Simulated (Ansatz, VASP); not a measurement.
# Al2O3: VASP beside Ansatz

One calculation is typed for both programs; each brings its own data sets. How far apart do they land? Of the first pair: The structure shown is frame 60 of Ansatz's trajectory.

Method: plane waves, with VASP 6.6.1 beside it; single point at LDA, in Ansatz 0.2.0.

**1. The starting structure**

The cell holds 130 atoms: 52 Al and 78 O. Its edges and angles: a = 11.449 Å, b = 11.449 Å, c = 11.449 Å, α = 90.0°, β = 90.0°, γ = 90.0°. As first built, before any earlier steps moved the atoms (in the runner's words): 130 atoms (52 Al, 78 O) placed at random at 2.93 g/cm^3, melted at 4500 K for 20 ps at fixed volume with the Morse and Coulomb pair potential with partial charges (Pedone, Malavasi, Menziani, Cormack and Segre, J. Phys. Chem. B 110, 11780 (2006)). Snapshot at the end of a hold of 20 ps at 2363 K and fixed volume.

**2. Ansatz: dynamics, LDA**

Ansatz runs on its default PAW (the set named soft_2) files.

One frame of this run of dynamics is then solved in both programs, so the motion causes no difference.

The input, input.yaml:

```yaml
crystal:
  lattice:
    - [11.4492, 0.0, 0.0]
    - [0.0, 11.4492, 0.0]
    - [0.0, 0.0, 11.4492]
  atoms:
    - { symbol: Al, position: [0.6795, 0.82715, 0.99308] }
    - { symbol: Al, position: [0.16152, 0.25099, 0.56662] }
    - { symbol: Al, position: [0.96478, 0.15438, 0.78968] }
    - { symbol: Al, position: [0.66041, 0.74807, 0.43264] }
    - { symbol: Al, position: [0.03246, 0.82185, 0.78269] }
    - { symbol: Al, position: [0.43681, 0.61111, 0.11984] }
    - { symbol: Al, position: [0.70287, 0.9554, 0.25538] }
    - { symbol: Al, position: [0.8119, 0.28074, 0.52835] }
    - { symbol: Al, position: [0.25517, 0.3891, 0.08923] }
    - { symbol: Al, position: [0.66289, 0.60918, 0.20992] }
    - { symbol: Al, position: [0.23003, 0.42395, 0.38703] }
    - { symbol: Al, position: [0.90997, 0.48235, 0.06155] }
    - { symbol: Al, position: [0.54337, 0.94371, 0.78926] }
    - { symbol: Al, position: [0.4358, 0.29199, 0.46949] }
    - { symbol: Al, position: [0.19475, 0.17998, 0.25716] }
    - { symbol: Al, position: [0.01583, 0.49351, 0.49588] }
    - { symbol: Al, position: [0.71696, 0.14497, 0.71134] }
    - { symbol: Al, position: [0.7543, 0.98667, 0.53438] }
    - { symbol: Al, position: [0.23343, 0.62234, 0.2587] }
    - { symbol: Al, position: [0.64338, 0.21996, 0.33972] }
    - { symbol: Al, position: [0.37059, 0.60629, 0.50663] }
    - { symbol: Al, position: [0.1996, 0.00525, 0.75231] }
    - { symbol: Al, position: [0.40907, 0.37704, 0.90382] }
    - { symbol: Al, position: [0.45989, 0.5994, 0.82567] }
    - { symbol: Al, position: [0.98586, 0.57238, 0.75788] }
    - { symbol: Al, position: [0.23072, 0.70775, 0.74281] }
    - { symbol: Al, position: [0.82618, 0.90654, 0.78879] }
    - { symbol: Al, position: [0.6097, 0.50267, 0.45213] }
    - { symbol: Al, position: [0.51008, 0.3517, 0.17831] }
    - { symbol: Al, position: [0.6906, 0.32171, 0.96056] }
[... 94 atom lines left out ...]
    - { symbol: O, position: [0.4606, 0.89032, 0.89894] }
    - { symbol: O, position: [0.35222, 0.71322, 0.24356] }
    - { symbol: O, position: [0.24978, 0.38894, 0.91659] }
    - { symbol: O, position: [0.00258, 0.42189, 0.76295] }
    - { symbol: O, position: [0.63002, 0.33366, 0.44175] }
    - { symbol: O, position: [0.71183, 0.32483, 0.68038] }
kpoints:
  mp_grid: { grid: [1, 1, 1] }
hamiltonian:
  xc: lda
scf:
  occupations: { method: fermi_dirac, width: 0.025 }
output:
  forces: true
  stress: true
md:
  timestep: 1.0
  n_steps: 180
  ensemble: nve
  temperature: 400
  initial_velocities: maxwell_boltzmann
  seed: 4594
```

Started as:

```console
> ansatz run input.yaml --threads 4 --pin off --max-ram 8192MiB --backend cpu --events-out ev --progress --plain --runs-dir out
```

Numbers of over 12 decimals in the logs are rounded to 6 here.

The log of the run:

```text
Warning: md: disabling space-group detection — thermal motion breaks the input geometry's symmetry, so no spatial operation reduces the k-mesh or symmetrises the density; time reversal is kept, so that k and −k are solved as one point where they differ and the mesh holds both, and exact exchange and, on two spinor components, a DFT+U term hold to it where the run has them: on two components no moment then forms, and  [...]
Warning: output.stress: scf.convergence.dr2_threshold = 1e-7 eV (the SCF's general default) is looser than the 1.08e-8 eV advised for a printed stress (1e-10 eV for each atom of the cell: 130, of which 108 are counted). What an SCF threshold leaves in a stress goes as its square root, and in the free energy as the threshold itself, and one threshold admits the most on a small cell: [figures from the program's tests c [...]
Engine: ansatz 0.2.0, aarch64-unknown-linux-gnu
Pseudopotentials: kind: paw
Pseudopotential: Al, paw, valence charge 3, recommended cutoff 420 eV (normal), Al.paw.azcp
Pseudopotential: O, paw, valence charge 6, recommended cutoff 420 eV (normal), O.paw.azcp
Functional definition: SPW92
  exchange = slater_x
  correlation = pw_c
Crystal: 130 atoms, lattice volume = 1500.809 Å³
Basis set: ecut = 420 eV, 29423 PW (Γ)
Bands: 442, of which v1, the nominal top of the filled ones, is band 312 counted from 1 (311 counted from 0)
Symmetry: 1 space group operations
k-points: 1
Non-local potential: Al, projectors of the file, l = 0: 2, l = 1: 2, l = 2: 1
Non-local potential: O, projectors of the file, l = 0: 2, l = 1: 2, l = 2: 1
PAW form: soft (Blöchl's): semilocal exchange-correlation on the pseudo side does not see the compensation charge
PAW frozen core: Al, regenerated for the run's functional, and the local potential with it (the file was generated under x = pbe(κ = 0.804, μ = 0.219515), c = pbe(β = 0.066725))
PAW frozen core: O, regenerated for the run's functional, and the local potential with it (the file was generated under x = pbe(κ = 0.804, μ = 0.219515), c = pbe(β = 0.066725))
PAW one-centre angular grid: Al, 110 points (default); XC on 64 Gauss nodes
PAW one-centre angular grid: O, 110 points (default); XC on 64 Gauss nodes
Initial density: superposition of atomic densities (neutral atoms: chi_scale 0, normalization atom), corrected by the library's trained network
Initial wavefunctions: pseudopotential atomic-orbital guess
Functional: x = slater, c = lda
SCF iter   1: F=—  HF=-70111.129736 eV  |F-HF|=—  |Δ(HF+E_count)|=         —  Δρ=1.46e-2  dr2=3.09e0  ethr=1.77e-3  ⟨swp⟩=6.0  Hψ=1991  notcnv=0  defer=50
preconditioner: auto → Resta (q_TF=auto, 2.357 Å⁻¹)  ε∞=3.8  [insulator: Δε(μ)=1.297 eV  Ē_g=14.236 eV  σ=0.025 eV  W_gap=1.00  n_scr=340 (ndim 8)  ℏωp=23.9 eV  f_vac=0.048  D(μ)=0.00/eV (n_scr^D=0)  ε∞_Penn≈3.8]
SCF iter   2: F=—  HF=-70110.273954 eV  |F-HF|=—  |Δ(HF+E_count)|=   8.56e-1  Δρ=4.27e-3  dr2=1.50e-1  ethr=4.94e-4  ⟨swp⟩=3.0  Hψ=701  notcnv=0  defer=121
SCF iter   3: F=—  HF=-70110.237766 eV  |F-HF|=—  |Δ(HF+E_count)|=   3.62e-2  Δρ=1.86e-3  dr2=4.95e-2  ethr=2.40e-5  ⟨swp⟩=2.0  Hψ=598  notcnv=0  defer=121
SCF iter   4: F=—  HF=-70110.230046 eV  |F-HF|=—  |Δ(HF+E_count)|=   7.72e-3  Δρ=1.57e-3  dr2=3.23e-2  ethr=7.94e-6  ⟨swp⟩=2.0  Hψ=585  notcnv=0  defer=121
SCF iter   5: F=—  HF=-70110.221649 eV  |F-HF|=—  |Δ(HF+E_count)|=   8.40e-3  Δρ=3.38e-4  dr2=2.00e-3  ethr=5.18e-6  ⟨swp⟩=2.0  Hψ=576  notcnv=0  defer=121
SCF iter   6: F=—  HF=-70110.221232 eV  |F-HF|=—  |Δ(HF+E_count)|=   4.17e-4  Δρ=1.77e-4  dr2=4.29e-4  ethr=3.20e-7  ⟨swp⟩=2.0  Hψ=633  notcnv=0  defer=121
SCF iter   7: F=—  HF=-70110.221162 eV  |F-HF|=—  |Δ(HF+E_count)|=   7.06e-5  Δρ=2.69e-5  dr2=1.34e-5  ethr=6.88e-8  ⟨swp⟩=2.0  Hψ=583  notcnv=0  defer=121
SCF iter   8: F=—  HF=-70110.221128 eV  |F-HF|=—  |Δ(HF+E_count)|=   3.40e-5  Δρ=1.89e-5  dr2=4.85e-6  ethr=2.15e-9  ⟨swp⟩=2.0  Hψ=754  notcnv=0  defer=121
[...]
SCF iter   7: F=—  HF=-70130.253498 eV  |F-HF|=—  |Δ(HF+E_count)|=   3.70e-5  Δρ=1.74e-5  dr2=3.91e-6  ethr=1.12e-9  ⟨swp⟩=2.0  Hψ=629  notcnv=0  defer=31
SCF iter   8: F=—  HF=-70130.253497 eV  |F-HF|=—  |Δ(HF+E_count)|=   7.52e-7  Δρ=3.02e-6  dr2=1.38e-7  ethr=6.27e-10  ⟨swp⟩=2.0  Hψ=629  notcnv=0  defer=31
SCF iter   9: F=-70130.253497 eV  HF=-70130.253498 eV  |F-HF|=2.33e-8  |Δ(HF+E_count)|=   2.56e-8  Δρ=1.95e-6  dr2=5.14e-8  ethr=1.60e-11  ⟨swp⟩=4.0  Hψ=1243  notcnv=0
SCF 181 converged in 9 iterations: F = -70130.253497 eV  dr2 = 5.14e-8
md step   180: t =   180.00 fs  T =  1598.3 K  F+E_penalty+E_count = -70130.25349749 eV  E_kin = 26.650782 eV  conserved = -70103.60271538 eV  P_inst = -5.0431 GPa  (9 SCF iters)
SCF converged after 9 iterations
Free energy (F): -70130.253497 eV
Harris-Foulkes:  -70130.253498 eV  (|F-HF|=2.33e-8)
Internal energy: -70130.253497 eV  (E = F + TS)
E sigma→0 (E₀):  -70130.253497 eV
Fermi energy:    6.202563 eV
--- Per-component energies (eV) ---
  E_band       = -1394.847187
  E_kinetic    = 15051.005686
  E_local      = -35287.304307  (includes V_loc(G=0)·N_el)
  E_nonlocal   = 4423.620901
  E_hartree    = 13202.201581
  E_xc         = -7752.269448
  E_vxc        = -8863.675632  (∫ρ·V_xc dr)
  E_paw        = -34568.557367  (= ΣΔE_a)
  E_vpaw       = -3123.100813  (= ΣTr[D̂ρ^β])
  E_aug_tail   = 0.198705  (compensation charges beyond the density's cutoff)
  E_ewald      = -25209.606384
  E_core_change = 10.457136  (= ΣΔE_core)
  E_smearing   = -0.000000  (= −TS)
  E_closure    = -0.000000  (closes the sum)
  Σ components = -70130.253497   (vs F -70130.253497, Δ=0.00e0)
--- Forces (eV/Å), atoms counted from 1 ---
  atom   1  Al    -0.91927823    -1.78579082     3.91491315
  atom   2  Al    -0.78078781    -0.05046557     3.38961079
  atom   3  Al     0.42817581     1.73825377     0.81040462
  atom   4  Al    -1.48939775     0.62612667     3.20388817
  atom   5  Al    -0.92139471    -1.05065948    -1.59898498
  atom   6  Al     5.48979902     2.33900679    -0.20044116
  atom   7  Al     0.49883963    -0.30929551    -0.06058805
  atom   8  Al     0.18103289     0.46616373     0.37861567
  atom   9  Al     0.32002289     2.05832439    -0.41967303
  atom  10  Al    -0.97126493     0.94964901    -2.91302605
  atom  11  Al    -0.95921611    -0.33951159    -2.53269879
  atom  12  Al     4.78164925     0.46608546     2.36389438
  atom  13  Al    -1.89715490     0.23383766     0.27653574
  atom  14  Al    -0.87205651     2.07341863    -0.01268894
  atom  15  Al     0.81040407    -1.37256583     2.77543971
  atom  16  Al    -1.67789534    -0.67874315     2.00935539
  atom  17  Al    -1.58663353     1.45356750     1.64741093
  atom  18  Al     0.91369823     1.83124249    -2.99344909
  atom  19  Al    -0.59143633    -0.69497012     2.01039863
  atom  20  Al     1.39094273    -1.33632697    -0.76134755
  atom  21  Al     1.90936900    -2.68847294    -1.83795187
  atom  22  Al     0.26508598    -0.61356479    -0.26216197
  atom  23  Al    -1.44539919     1.88149965    -0.71170949
  atom  24  Al     1.39813445     0.50337955     0.00447796
[...]
atom 123  O     -0.57673855    -2.27565241    -1.33108325
  atom 124  O      2.59519218     1.87084429     1.95540944
  atom 125  O      1.65495354     1.49062753     2.01442872
  atom 126  O     -2.44632606     0.17082110     2.14282776
  atom 127  O     -0.84360323    -0.35625102    -2.35064661
  atom 128  O     -0.67774204    -1.39681793    -1.45103223
  atom 129  O     -0.72148959     1.12616131    -0.02167050
  atom 130  O      3.52474506    -1.22329629     0.03634197
  max |Σ_I F_I| component: 9.16e-5 eV/Å
--- Stress (GPa, compression-positive) ---
       -7.156783      -0.088357       2.734589
       -0.088358      -8.458011      -0.632243
        2.734589      -0.632243      -5.248882
  P = ⅓ Tr σ = -6.9546 GPa (-69.546 kbar)
--- MD trajectory: 180 steps, t = 0.0 → 180.0 fs ---
  final state: T = 1598.3 K   F+E_penalty+E_count = -70130.25349749 eV   E_kin = 26.650782 eV
  conserved energy: peak-to-peak 7.901e-2 eV (6.077e-4 eV/atom) over 180.0 fs
```

The column dr2 measures how far the density is from self-consistency, as an energy; F and HF (Harris–Foulkes) agree once it is small.

**3. VASP: single point, LDA, pair 1**

The same cell, functional (in two slightly different forms), mesh and smearing now go to VASP, with its own data sets.

Lines of VASP's logs that name or quote its potential files are left out, and so is its time.

The input, INCAR:

```
SYSTEM = Al2O3
PREC = Accurate
ENCUT = 520
EDIFF = 1E-06
NELM = 120
ISMEAR = -1
SIGMA = 0.025
LREAL = Auto
ALGO = Normal
GGA = PW92
NBANDS = 416
LORBIT = 11
LWAVE = .FALSE.
LCHARG = .FALSE.
ISIF = 2
LASPH = .TRUE.
GGA_COMPAT = .FALSE.
EFERMI = MIDGAP
NCORE = 4
```

The input, POSCAR:

```
Al2O3
1.0
   11.4492000000      0.0000000000      0.0000000000
    0.0000000000     11.4492000000      0.0000000000
    0.0000000000      0.0000000000     11.4492000000
Al O
52 78
Direct
    0.6800999196      0.8259092338      0.0310851413
    0.1917950599      0.2419645041      0.5477675296
    0.9566781959      0.1197638263      0.8106505258
    0.6822485414      0.7185392866      0.4173828739
    0.0396621598      0.8393686895      0.7462966845
    0.4317681585      0.6038413164      0.1093700870
    0.6462460259      0.9204747930      0.2804737449
    0.7817838801      0.2595989239      0.5186825280
    0.2513712748      0.3964381791      0.0952206268
    0.7017346190      0.6190039479      0.2068790833
    0.2474146665      0.4172955316      0.3972766656
    0.8930667645      0.5012402613      0.0781626664
    0.5385267093      0.9549837543      0.7815742585
    0.4830555847      0.2719141949      0.4856933236
    0.1843971631      0.2160412955      0.2293435349
    0.9956765538      0.4815794990      0.4739195752
    0.7119012682      0.1734968382      0.7475369458
    0.7565856130      0.0032928065      0.5126035007
    0.2453097160      0.6011162352      0.2751545960
    0.6623432205      0.2219631066      0.3258742969
    0.3986828774      0.6001816721      0.4954232610
    0.2140673584      0.0402560878      0.7548212976
    0.4356985641      0.3825507459      0.9225622751
    0.4940257835      0.5992558432      0.8478933026
    0.9765660483      0.5893599553      0.7483142927
    0.2480872026      0.7068790833      0.7334398910
    0.7916186284      0.9032508822      0.7920466059
    0.6113265556      0.4707752507      0.4654473675
    0.5171802397      0.3538675191      0.1622384097
    0.6978566188      0.3233413688      0.9673514307
[... 94 atom lines left out ...]
    0.4041854453      0.9448258394      0.9039845579
    0.3541644831      0.7112199979      0.2751633302
    0.2097963176      0.4006480802      0.9439262132
    0.9987772071      0.4309995458      0.7908762184
    0.6455996926      0.3259616392      0.4745659085
    0.7162596513      0.3237431436      0.6960136953
```

The input, KPOINTS:

```
Automatic mesh
0
Gamma
1 1 1
0 0 0
```

Potentials, in the order of the species: Al and O (LDA family, release 64).

Started as:

```console
> mpirun -np 16 vasp_gam
```

The log of the run:

```text
[banner, memory and clock lines left out]
running   16 mpi-ranks, on    1 nodes
[...]
|                                                                             |
|               ----> ADVICE to this user running VASP <----                  |
|                                                                             |
|     You enforced a specific xc type in the INCAR file but a different       |
|     [... a line on the potential file left out ...]
|     I HOPE YOU KNOW WHAT YOU ARE DOING!                                     |
|                                                                             |

 LDA part: xc-table for (Slater(with rela. corr.)+PW92), standard interpolation
 POSCAR, INCAR and KPOINTS ok, starting setup
[...]
entering main loop
       N       E                     dE             d eps       ncg     rms          rms(c)
DAV:   1     0.512211403771E+04    0.51221E+04   -0.36161E+05   848   0.147E+03
DAV:   2    -0.673860612521E+03   -0.57960E+04   -0.55436E+04  1016   0.351E+02
DAV:   3    -0.115425964896E+04   -0.48040E+03   -0.47599E+03   984   0.105E+02
DAV:   4    -0.116323772787E+04   -0.89781E+01   -0.89406E+01   976   0.157E+01
[...]
DAV:  17    -0.101339572309E+04    0.13236E-05   -0.38396E-05   992   0.144E-02    0.831E-03
DAV:  18    -0.101339572282E+04    0.27548E-06   -0.11615E-05   952   0.668E-03    0.636E-03
DAV:  19    -0.101339572235E+04    0.46481E-06   -0.10728E-06   632   0.340E-03
   1 F= -.10133957E+04 E0= -.10133957E+04  d E =-.234526E-17
```

From OUTCAR (step 3):

```text
  FREE ENERGIE OF THE ION-ELECTRON SYSTEM (eV)
  ---------------------------------------------------
  free  energy   TOTEN  =     -1013.3957223514 eV

  energy  without entropy=    -1013.3957223514  energy(sigma->0) =    -1013.39572235

[... 1 further part left out ...]
```

The run ends at a pressure of -5.77 GPa, with forces up to 8.0 eV/Å.

**4. Differences**

Known differences besides the potentials themselves: the cutoff is 420 eV in Ansatz and 520 eV in VASP (PREC = Accurate, projectors in real space); VASP's log shows a relativistic correction to its local exchange, Ansatz's none. Total energies have different zeros and are not compared.

Forces on 7 of the 130 atoms, those with the largest forces and the largest differences (eV/Å; atoms numbered as in POSCAR):

| atom | Ansatz x, y, z | VASP x, y, z |
| --- | --- | --- |
| Al2 | -3.815, -1.292, 3.257 | -3.956, -1.352, 3.348 |
| Al21 | 4.497, -1.485, -1.044 | 4.682, -1.522, -1.204 |
| Al36 | 1.257, -5.939, -2.544 | 1.336, -6.098, -2.615 |
| Al44 | 1.929, -3.426, 3.002 | 1.984, -3.526, 3.206 |
| O62 | 2.644, -3.226, 3.916 | 2.697, -3.265, 3.979 |
| O92 | -3.805, 3.031, 5.997 | -3.961, 3.119, 6.247 |
| O102 | 2.561, 2.494, -5.465 | 2.647, 2.550, -5.652 |

The forces differ by 57 meV/Å r.m.s., which is 3.3 % of the r.m.s. force of 1.723 eV/Å (both taken over all components).

**5. Ansatz: dynamics, LDA**

One frame of this run of dynamics is then solved in both programs, so the motion causes no difference.

The structure compared here is frame 120 of Ansatz's trajectory.

input.yaml is that of step 2.

Started as:

```console
> ansatz run input.yaml --threads 4 --pin off --max-ram 8192MiB --backend cpu --events-out ev --progress --plain --runs-dir out
```

The log of the run:

```text
[...]
Crystal: 130 atoms, lattice volume = 1500.809 Å³
Basis set: ecut = 420 eV, 29423 PW (Γ)
Bands: 442, of which v1, the nominal top of the filled ones, is band 312 counted from 1 (311 counted from 0)
Symmetry: 1 space group operations
k-points: 1
[...]
atom 130  O      3.52474506    -1.22329629     0.03634197
  max |Σ_I F_I| component: 9.16e-5 eV/Å
--- Stress (GPa, compression-positive) ---
       -7.156783      -0.088357       2.734589
       -0.088358      -8.458011      -0.632243
        2.734589      -0.632243      -5.248882
  P = ⅓ Tr σ = -6.9546 GPa (-69.546 kbar)
--- MD trajectory: 180 steps, t = 0.0 → 180.0 fs ---
[...]
conserved energy: peak-to-peak 7.901e-2 eV (6.077e-4 eV/atom) over 180.0 fs
[key lines of the parts left out:]
SCF converged after 9 iterations
Free energy (F): -70130.253497 eV
Fermi energy:    6.202563 eV
```

(Continued in part 2 of 2.)

[Lines on the potential files, build, host, timing and source positions are cut from VASP's logs without a mark.]

[Logs are printed without paths, hosts, clocks, repeated set-up lines and the standing remarks that a program may print on its own settings, such as how far it seeks lower states.]

[Hosts, paths, dates, database ids (printed as entryN), source tags and the programs' standing remarks are cut or masked in the printed files.]
